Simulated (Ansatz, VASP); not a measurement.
## Cross-check of BeSi2 between VASP and Ansatz

Aim: how closely do two programs agree when they are given the same cell, functional and k mesh? The cell is invented: As first built, before any earlier steps moved the atoms (in the runner's words): it takes the SrC2 structure with all of its atoms replaced by other elements, volume scaled by an estimate. It may not be a known or stable phase. The cell is taken from a series of VASP runs on this material, whose earlier steps may have relaxed, scaled or displaced it; both programs get it as it stands.

Main program and level: Ansatz 0.2.0; plane waves, with VASP 6.6.1 beside it; relaxation of cell and atoms at PBE.

### 1. The structure

It takes space group I4/mmm (No. 139, tetragonal). The conventional cell has a = 3.267 Å, b = 3.267 Å, c = 7.108 Å, α = 90.00°, β = 90.00°, γ = 90.00°. Si has 5 Be at 2.31 to 2.62 Å and 5 Si at 2.48 to 2.55 Å nearest. Nearest to Be lie 10 Si at 2.31 to 2.62 Å. As first built, before any earlier steps moved the atoms (in the runner's words): sites of the SrC2 structure (space group 139) filled with other elements, volume scaled by an estimate. Farther neighbours are not listed.

Structure file:

```
Si Be
1.0
    -1.63347    1.63347    3.55377
     1.63347   -1.63347    3.55377
     1.63347    1.63347   -3.55377
Si Be
2 1
Cartesian
  0.0000 0.0000 4.7959
  0.0000 0.0000 2.3117
  0.0000 0.0000 0.0000
```

### 2. VASP: relaxation of cell and atoms, PBE

The relaxed volume is the usual yardstick between codes: its relative difference is about their pressure difference at one cell divided by the bulk modulus.

Lines of VASP's logs that name or quote its potential files are left out, and so is its time.

File INCAR:

```
SYSTEM = BeSi2
PREC = Accurate
ENCUT = 400
EDIFF = 1E-06
NELM = 100
ISMEAR = 0
SIGMA = 0.05
LREAL = .FALSE.
ALGO = Normal
GGA = PE
NBANDS = 11
LORBIT = 11
LWAVE = .FALSE.
LCHARG = .FALSE.
IBRION = 2
NSW = 60
ISIF = 3
EDIFFG = -0.01
```

File POSCAR:

```
BeSi2
1.0
   -1.6334683953      1.6334683953      3.5537678186
    1.6334683953     -1.6334683953      3.5537678186
    1.6334683953      1.6334683953     -3.5537678186
Si Be
2 1
Direct
    0.6747599658      0.6747599658      0.0000000000
    0.3252400342      0.3252400342      0.0000000000
    0.0000000000      0.0000000000      0.0000000000
```

File KPOINTS:

```
Automatic mesh
0
Gamma
11 11 11
0 0 0
```

Potentials, in the order of the species: Si and Be (PBE family, release 64).

The run is started by

```
$ mpirun -np 1 vasp_std
```

Numbers of over 12 decimals in the logs are rounded to 6 here.

The log of the run:

```text
[banner, memory and clock lines left out]
running    1 mpi-ranks, on    1 nodes
 distrk:  each k-point on    1 cores,    1 groups
 distr:  one band on    1 cores,    1 groups

 POSCAR found type information on POSCAR SiBe
 POSCAR found :  2 types and       3 ions
 LDA part: xc-table for (Slater+PW92), standard interpolation
 POSCAR, INCAR and KPOINTS ok, starting setup
 FFT: planning ... GRIDC
 FFT: planning ... GRID_SOFT
 FFT: planning ... GRID
 WAVECAR not read
 entering main loop
       N       E                     dE             d eps       ncg     rms          rms(c)
DAV:   1     0.628669101142E+01    0.62867E+01   -0.37431E+03  2772   0.623E+02
DAV:   2    -0.126972409230E+02   -0.18984E+02   -0.18195E+02  3603   0.968E+01
DAV:   3    -0.133332706196E+02   -0.63603E+00   -0.62544E+00  3808   0.152E+01
DAV:   4    -0.133372675189E+02   -0.39969E-02   -0.39952E-02  3487   0.146E+00
DAV:   5    -0.133373021322E+02   -0.34613E-04   -0.34611E-04  3602   0.121E-01    0.463E+00
DAV:   6    -0.132781909174E+02    0.59111E-01   -0.46764E-02  3375   0.108E+00    0.263E+00
DAV:   7    -0.132569222421E+02    0.21269E-01   -0.43661E-02  3535   0.107E+00    0.251E-01
DAV:   8    -0.132561626044E+02    0.75964E-03   -0.40949E-03  3272   0.393E-01    0.118E-01
DAV:   9    -0.132560972630E+02    0.65341E-04   -0.14745E-04  3528   0.818E-02    0.704E-02
DAV:  10    -0.132560972659E+02   -0.29581E-08   -0.28276E-06  3470   0.126E-02
   1 F= -.13256097E+02 E0= -.13255380E+02  d E =-.132561E+02
[... from here on, the cycles between the ionic steps are left out ...]
   2 F= -.13266613E+02 E0= -.13265794E+02  d E =-.105158E-01
   3 F= -.13268498E+02 E0= -.13267542E+02  d E =-.124007E-01
   4 F= -.13267915E+02 E0= -.13267143E+02  d E =-.118175E-01
   5 F= -.13269028E+02 E0= -.13268303E+02  d E =-.129303E-01
   6 F= -.13270800E+02 E0= -.13270090E+02  d E =-.177272E-02
   7 F= -.13270910E+02 E0= -.13270214E+02  d E =-.188285E-02
   8 F= -.13270910E+02 E0= -.13270215E+02  d E =-.188252E-02
 curvature:  -0.60 expect dE=-0.297E-04 dE for cont linesearch -0.172E-06
 ZBRENT: accuracy reached
 trial: gam=-0.03622 g(F)=  0.704E-06 g(S)=  0.486E-04 ort = 0.373E-04 (trialstep = 0.114E+01)
 search vector abs. value=  0.530E-04
 bond charge predicted
       N       E                     dE             d eps       ncg     rms          rms(c)
DAV:   1    -0.132709582786E+02   -0.47891E-04   -0.76388E-04  3260   0.151E-01    0.183E-02
DAV:   2    -0.132709488360E+02    0.94425E-05   -0.31673E-05  3343   0.352E-02    0.977E-03
DAV:   3    -0.132709460674E+02    0.27686E-05   -0.70621E-06  3453   0.138E-02    0.286E-03
DAV:   4    -0.132709460073E+02    0.60134E-07   -0.86161E-07  1668   0.588E-03
   9 F= -.13270946E+02 E0= -.13270255E+02  d E =-.359152E-04
 trial-energy change:   -0.000036  1 .order   -0.000035   -0.000054   -0.000016
 step:   1.6198(harm=  1.6198)  dis= 0.00056  next Energy=   -13.270949 (dE=-0.389E-04)
 reached required accuracy - stopping structural energy minimisation
```

From OUTCAR (step 2):

```text
ion  position               nearest neighbor table
   1  0.675  0.675  0.000-   3 2.31   2 2.48   2 2.55   2 2.55   2 2.55   2 2.55   3 2.62   3 2.62
                             3 2.62   3 2.62
   2  0.325  0.325  0.000-   3 2.31   1 2.48   1 2.55   1 2.55   1 2.55   1 2.55   3 2.62   3 2.62
                             3 2.62   3 2.62
   3  0.000  0.000  0.000-   1 2.31   2 2.31   1 2.62   2 2.62   1 2.62   1 2.62   1 2.62   2 2.62
                             2 2.62   2 2.62

  LATTYP: Found a body centered tetragonal cell.
 ALAT       =     3.2669367906
 C/A-ratio  =     2.1755963132

 Subroutine GETGRP returns: Found 16 space group operations
 (whereof 16 operations were pure point group operations)

The static configuration has the point symmetry D_4h.

 Found    126 irreducible k-points:

   k-points           NKPTS =    126   k-points in BZ     NKDIM =    126   number of bands    NBANDS=     11

   dimension x,y,z NGX =    28 NGY =   28 NGZ =   28
   dimension x,y,z NGXF=    56 NGYF=   56 NGZF=   56

   ENCUT  =  400.0 eV  29.40 Ry    5.42 a.u.   6.91  6.91  6.91*2*pi/ulx,y,z

   NELECT =      10.0000    total number of electrons

 k-points in reciprocal lattice and weights: Automatic mesh
   0.00000000  0.00000000  0.00000000       0.001
   0.09090909  0.00000000 -0.00000000       0.006
   0.18181818  0.00000000 -0.00000000       0.006
   0.27272727  0.00000000 -0.00000000       0.006
   0.36363636 -0.00000000  0.00000000       0.006
   0.45454545 -0.00000000  0.00000000       0.006
   0.09090909  0.09090909 -0.00000000       0.006
   0.18181818  0.09090909 -0.00000000       0.012
   0.27272727  0.09090909 -0.00000000       0.012
[...]
-0.45454545  0.45454545  0.45454545       0.003
  -0.45454545 -0.45454545  0.45454545       0.002

 average (electrostatic) potential at core
       1 -80.6280       2 -80.6280       3 -31.2781

 E-fermi :   9.2509

 k-point     1 :       0.0000    0.0000    0.0000
  band No.  band energies     occupation
      1      -4.6651      2.00000
      2       5.7845      2.00000
      3       5.9026      2.00000
      4       9.3539      0.00360
      5       9.3539      0.00360
      6      10.5038      0.00000
      7      10.5038      0.00000
      8      10.7936      0.00000
    ...

 k-point     2 :       0.0909    0.0000   -0.0000
  band No.  band energies     occupation
      1      -4.5354      2.00000
      2       5.0617      2.00000
      3       6.6635      2.00000
      4       8.0033      2.00000
      5       9.3088      0.10159
      6       9.9198      0.00000
      7      10.8037      0.00000
      8      11.5584      0.00000
      9      13.8552      0.00000
    ...

 k-point     3 :       0.1818    0.0000   -0.0000
  band No.  band energies     occupation
      1      -4.1475      2.00000
      2       4.4393      2.00000
      3       5.6188      2.00000
      4       7.8024      2.00000
      5       9.1963      1.87801
      6       9.3244      0.03763
      7      11.5506      0.00000
      8      12.0998      0.00000
      9      15.0196      0.00000
     10      15.8298      0.00000
    ...

  Total       -0.0005748     -0.0005748     -0.0194380      0.0000000     -0.0000000      0.0000000
  in kB       -0.0244591     -0.0244591     -0.8271953      0.0000000     -0.0000000      0.0000000
  external PRESSURE =      -0.2920378 kB  Pullay stress =       0.0000000 kB

  energy-cutoff  :      400.00
  volume of cell :       37.65
      direct lattice vectors                 reciprocal lattice vectors
    -1.617713787  1.617713787  3.596586503     0.000000000  0.309078160  0.139020707
     1.617713787 -1.617713787  3.596586503     0.309078160  0.000000000  0.139020707
     1.617713787  1.617713787 -3.596586503     0.309078160  0.309078160  0.000000000

 POSITION                                       TOTAL-FORCE (eV/Angst)
 -----------------------------------------------------------------------------------
      0.00000      0.00000      4.81851         0.000000      0.000000      0.000689
      0.00000      0.00000      2.37466        -0.000000     -0.000000     -0.000689
      0.00000      0.00000      0.00000        -0.000000     -0.000000     -0.000000
 -----------------------------------------------------------------------------------
    total drift:                                0.000000     -0.000000      0.000000

  FREE ENERGIE OF THE ION-ELECTRON SYSTEM (eV)
  ---------------------------------------------------
  free  energy   TOTEN  =       -13.2709460073 eV

  energy  without entropy=      -13.2695633310  energy(sigma->0) =      -13.27025467

 reached required accuracy - stopping structural energy minimisation

 total charge
# of ion       s       p       d       tot
------------------------------------------
    1        0.786   0.808   0.000   1.594
    2        0.786   0.808   0.000   1.594
    3        0.387   0.545   0.000   0.932
--------------------------------------------------
tot          1.959   2.161   0.000   4.120

[... 3 further parts left out ...]
```

CONTCAR:

```
BeSi2
   1.00000000000000
    -1.6177137872888221    1.6177137872888221    3.5965865026185435
     1.6177137872888221   -1.6177137872888221    3.5965865026185435
     1.6177137872888221    1.6177137872888221   -3.5965865026185435
  Si              Be
     2     1
Direct
     0.6698730039360482    0.6698730039360482    0.0000000000000000
     0.3301269960639516    0.3301269960639516    0.0000000000000000
     0.0000000000000000    0.0000000000000000    0.0000000000000000
```

### 3. Ansatz: relaxation of cell and atoms, PBE

Ansatz runs on its default PAW (the set named soft_2) files.

The same cell, functional, mesh and smearing now go to Ansatz, which takes its cutoff from its data sets.

File input.yaml:

```yaml
crystal:
  lattice:
    - [-1.6334683953, 1.6334683953, 3.5537678186]
    - [1.6334683953, -1.6334683953, 3.5537678186]
    - [1.6334683953, 1.6334683953, -3.5537678186]
  atoms:
    - { symbol: Si, position: [0.6747599658, 0.6747599658, 0.0] }
    - { symbol: Si, position: [0.3252400342, 0.3252400342, 0.0] }
    - { symbol: Be, position: [0.0, 0.0, 0.0] }
hamiltonian:
  xc: pbe
  pseudopotentials: { kind: paw }
kpoints:
  mp_grid: { grid: [11, 11, 11] }
scf:
  occupations: { method: gaussian, width: 0.05 }
relax:
  f_tol: 0.01
  max_steps: 60
  cell: { stress_tol: 0.05 }
output:
  forces: true
  stress: true
```

The run is started by

```
$ ansatz run input.yaml --threads 4 --pin off --max-ram 9216MiB --backend cpu --events-out ev --progress --plain --runs-dir out
```

The log of the run:

```text
Engine: ansatz 0.2.0, aarch64-unknown-linux-gnu
Pseudopotentials: kind: paw
Pseudopotential: Si, paw, valence charge 4, recommended cutoff 420 eV (normal), Si.paw.azcp
Pseudopotential: Be, paw, valence charge 2, recommended cutoff 420 eV (normal), Be.paw.azcp
Functional definition: PBE
  parameter kappa = 0.804
  parameter beta = 0.066725
  exchange = pbe_x(kappa = kappa, mu = beta*pi^2/3)
  correlation = pbe_c(beta = beta)
Crystal: 3 atoms, lattice volume = 37.929 Å³
Basis set: ecut = 420 eV, 735 PW (Γ), exchange–correlation on 60×60×60 points (8 copies of the dense FFT grid, shifted against one another)
Bands: 9, of which v1, the nominal top of the filled ones, is band 5 counted from 1 (4 counted from 0)
Symmetry: 16 space group operations
Space group: I4/mmm (ITA 139), of the structure as read, at distance tolerance 3.4e-5 Å
k-points: 126 of 1331
Non-local potential: Si, projectors of the file, l = 0: 2, l = 1: 2, l = 2: 2
Non-local potential: Be, projectors of the file, l = 0: 2, l = 1: 2, l = 2: 1
PAW form: soft (Blöchl's): semilocal exchange-correlation on the pseudo side does not see the compensation charge
PAW one-centre angular grid: Si, 110 points (default); XC on 64 Gauss nodes
PAW one-centre angular grid: Be, 110 points (default); XC on 64 Gauss nodes
Initial density: superposition of atomic densities (neutral atoms: chi_scale 0, normalization atom), corrected by the library's trained network
Initial wavefunctions: pseudopotential atomic-orbital guess
Functional: x = pbe(κ = 0.804, μ = 0.219515), c = pbe(β = 0.066725)
SCF iter   1: F=—  HF=-1363.028211 eV  |F-HF|=—  |Δ(HF+E_count)|=         —  Δρ=1.77e-3  dr2=5.89e-4  ethr=1.77e-3  ⟨swp⟩=5.4  Hψ=8883  notcnv=0
preconditioner: auto → Kerker (q_TF=auto, 2.185 Å⁻¹)  [metal: Δε(μ)=0.062 eV  Ē_g=9.054 eV  σ=0.050 eV  W_gap=0.49  n_scr=10 (ndim 8)  ℏωp=19.1 eV  f_vac=0.000  D(μ)=1.15/eV (n_scr^D=10)]
SCF iter   2: F=—  HF=-1363.028465 eV  |F-HF|=—  |Δ(HF+E_count)|=   2.54e-4  Δρ=1.08e-3  dr2=2.58e-4  ethr=5.89e-6  ⟨swp⟩=1.8  Hψ=2320  notcnv=0
SCF iter   3: F=—  HF=-1363.028544 eV  |F-HF|=—  |Δ(HF+E_count)|=   7.88e-5  Δρ=1.29e-4  dr2=9.75e-6  ethr=2.58e-6  ⟨swp⟩=2.1  Hψ=1716  notcnv=0
SCF iter   4: F=—  HF=-1363.028556 eV  |F-HF|=—  |Δ(HF+E_count)|=   1.22e-5  Δρ=6.45e-5  dr2=2.40e-6  ethr=9.75e-8  ⟨swp⟩=1.1  Hψ=1103  notcnv=0
iter 5 did not close the SCF: its close was put off for the readings that it lacked (scf_convergence_deferred on its scf_iter line)
SCF iter   5: F=-1363.028555 eV  HF=-1363.028555 eV  |F-HF|=3.17e-9  |Δ(HF+E_count)|=   9.86e-7  Δρ=4.86e-6  dr2=7.44e-9  ethr=2.40e-8  ⟨swp⟩=2.8  Hψ=1740  notcnv=0
SCF iter   6: F=-1363.028555 eV  HF=-1363.028555 eV  |F-HF|=8.32e-11  |Δ(HF+E_count)|=   1.80e-9  Δρ=9.64e-7  dr2=3.19e-10  ethr=7.44e-11  ⟨swp⟩=1.1  Hψ=3372  notcnv=0
SCF 1 converged in 6 iterations: F = -1363.028555 eV  dr2 = 3.19e-10
  greatest PAW one-centre occupation: 0.648 electrons in one spin orbital (limit 2), on the Si atom at site 1 (counted from 0), in its partial waves of l = 0
relax step   1: F+E_penalty+E_count = -1363.02855507 eV  Δ(F+E_penalty+E_count) = +0.000e0 eV  max|allowed force component| = 3.161e-1 eV/Å  Δτ_max = 0.0000 Å  P = +0.277 GPa  Ω = 37.929 Å³  (6 SCF iters, dr2 threshold 1.00e-7 eV, accepted)
[...]
relax step   2: F+E_penalty+E_count = -1363.03816488 eV  Δ(F+E_penalty+E_count) = -9.610e-3 eV  max|allowed force component| = 2.062e-1 eV/Å  Δτ_max = 0.0127 Å  P = +0.350 GPa  Ω = 37.752 Å³  energy of the carried Pulay correction = +3.465e-5 eV  (5 SCF iters, dr2 threshold 3.00e-7 eV, accepted)
[...]
relax step   3: F+E_penalty+E_count = -1363.04238831 eV  Δ(F+E_penalty+E_count) = -4.223e-3 eV  max|allowed force component| = 3.781e-2 eV/Å  Δτ_max = 0.0229 Å  P = -0.356 GPa  Ω = 37.838 Å³  energy of the carried Pulay correction = +1.782e-5 eV  (5 SCF iters, dr2 threshold 3.00e-7 eV, accepted)
[...]
relax step   4: F+E_penalty+E_count = -1363.04318424 eV  Δ(F+E_penalty+E_count) = -7.959e-4 eV  max|allowed force component| = 9.417e-3 eV/Å  Δτ_max = 0.0008 Å  P = +0.095 GPa  Ω = 37.640 Å³  energy of the carried Pulay correction = +5.660e-5 eV  (3 SCF iters, dr2 threshold 3.00e-7 eV, accepted)
[...]
relax step   5: F+E_penalty+E_count = -1363.04330390 eV  Δ(F+E_penalty+E_count) = -1.197e-4 eV  max|allowed force component| = 3.111e-3 eV/Å  Δτ_max = 0.0006 Å  P = +0.064 GPa  Ω = 37.641 Å³  energy of the carried Pulay correction = +5.644e-5 eV  (3 SCF iters, dr2 threshold 3.00e-7 eV, accepted)
[...]
relax step   6: F+E_penalty+E_count = -1363.04330469 eV  Δ(F+E_penalty+E_count) = -7.889e-7 eV  max|allowed force component| = 8.850e-4 eV/Å  Δτ_max = 0.0002 Å  P = -0.016 GPa  Ω = 37.671 Å³  energy of the carried Pulay correction = +5.060e-5 eV  (3 SCF iters, dr2 threshold 1.78e-8 eV, accepted)
[...]
relax step   7: F+E_penalty+E_count = -1363.04326242 eV  Δ(F+E_penalty+E_count) = +4.228e-5 eV  max|allowed force component| = 8.409e-4 eV/Å  Δτ_max = 0.0000 Å  P = -0.017 GPa  Ω = 37.671 Å³  stress off target by 2.03e-2 GPa  SCF on the basis re-selected at this cell (its energy is not comparable with the rows above)  (4 SCF iters)
basis re-selected at this cell: Δ(F+E_penalty+E_count) = +4.228e-5 eV, ΔP = -0.001 GPa vs the last step (what re-selecting the basis moved, of the pressure what is left beyond the Pulay correction that the steps carried, after the strain that the cell walked since its last selection, with what the two solves' SCF thresholds leave and, on support functions, any second-order correction that the steps lacked; it is no m [...]
SCF converged after 4 iterations
Free energy (F): -1363.043262 eV
Harris-Foulkes:  -1363.043262 eV  (|F-HF|=2.05e-12)
Internal energy: -1363.041884 eV  (E = F + TS)
E sigma→0 (E₀):  -1363.042573 eV
Entropy (-TS):   -0.001379 eV (-0.460 meV/atom)
Fermi energy:    9.904046 eV
--- Per-component energies (eV) ---
  E_band       = 43.224155
  E_kinetic    = 102.888866
  E_local      = 0.741206  (includes V_loc(G=0)·N_el)
  E_nonlocal   = 54.997829
  E_hartree    = 3.241122
  E_xc         = -131.545856
  E_vxc        = -116.250998  (∫ρ·V_xc dr)
  E_paw        = -1084.279953  (= ΣΔE_a)
  E_vpaw       = -5.635004  (= ΣTr[D̂ρ^β])
  E_aug_tail   = 0.000012  (compensation charges beyond the density's cutoff)
  E_ewald      = -309.085109
  E_smearing   = -0.001379  (= −TS)
  E_closure    = 0.000000  (closes the sum)
  Σ components = -1363.043262   (vs F -1363.043262, Δ=0.00e0)
--- Forces (eV/Å), atoms counted from 1 ---
  atom   1  Si     0.00000000    -0.00000000     0.00084085
  atom   2  Si     0.00000000    -0.00000000    -0.00084085
  atom   3  Be     0.00000000     0.00000000     0.00000000
  max |Σ_I F_I| component: 4.86e-17 eV/Å
--- Stress (GPa, compression-positive) ---
       -0.020342       0.000000       0.000000
        0.000000      -0.020342      -0.000000
       -0.000000       0.000000      -0.011133
  P = ⅓ Tr σ = -0.0173 GPa (-0.173 kbar)
--- Relaxed structure (6 steps of the walk, 6 accepted, 1 SCFs on fresh bases) ---
  F+E_penalty+E_count = -1363.04326242 eV   max|allowed force component| = 8.409e-4 eV/Å   (the final SCF, on the basis selected at the relaxed cell)
  cell:  # Å, volume = 37.6708 Å³
    - [-1.618199, 1.618199, 3.596507]
    - [1.618199, -1.618199, 3.596507]
    - [1.618199, 1.618199, -3.596507]
  atoms:
    - { symbol: Si, position: [0.669912, 0.669912, 0] }
    - { symbol: Si, position: [0.330088, 0.330088, 0] }
    - { symbol: Be, position: [-1.5254262909508584e-19, -1.5254262909508572e-19, 0] }
```

Elapsed: 3.8 s, on 4 threads of Arm Neoverse V2, shared host; peak memory 0.36 GiB.

### 4. Side by side

Known differences besides the potentials themselves: both relaxations stop at a tolerance, which leaves soft axes loose, and VASP keeps its plane-wave basis; the cutoff is 420 eV in Ansatz and 400 eV in VASP; VASP leaves aspherical gradient terms in its spheres out (LASPH is not set), Ansatz keeps them; Ansatz adds a Pulay correction to the stress that steers its cell, VASP none. Total energies have different zeros and are not compared.

Compared:

```csv
quantity,Ansatz,VASP,difference
volume (Å³),37.67,37.65,+0.06 %
"edge a after relaxation, in the typed setting (Å)",4.263,4.263,+0.01 %
```

The walks stopped with -0.02 GPa left in Ansatz and -0.03 GPa in VASP; each walk ends within a tolerance, so the volume difference is uncertain by about these residues over the bulk modulus, most in soft cells.

### 5. Results

```yaml
difference_in_volume_relaxation_of_cell_and_atoms_pbe: 0.058 %
```

**Reading.** The difference in volume is 0.058 % (relaxation of cell and atoms, PBE), within the 1.2 % picked in this series as the mark of a large difference, as far as the stopping tolerances let one tell. Such differences can come from data sets, numerical settings and the points named under the comparisons, not from the functional's error against experiment.

[Lines on the potential files, build, host, timing and source positions are cut from VASP's logs without a mark.]

[Logs are printed without paths, hosts, clocks, repeated set-up lines and the standing remarks that a program may print on its own settings, such as how far it seeks lower states.]

[Hosts, paths, dates, database ids (printed as entryN), source tags and the programs' standing remarks are cut or masked in the printed files.]
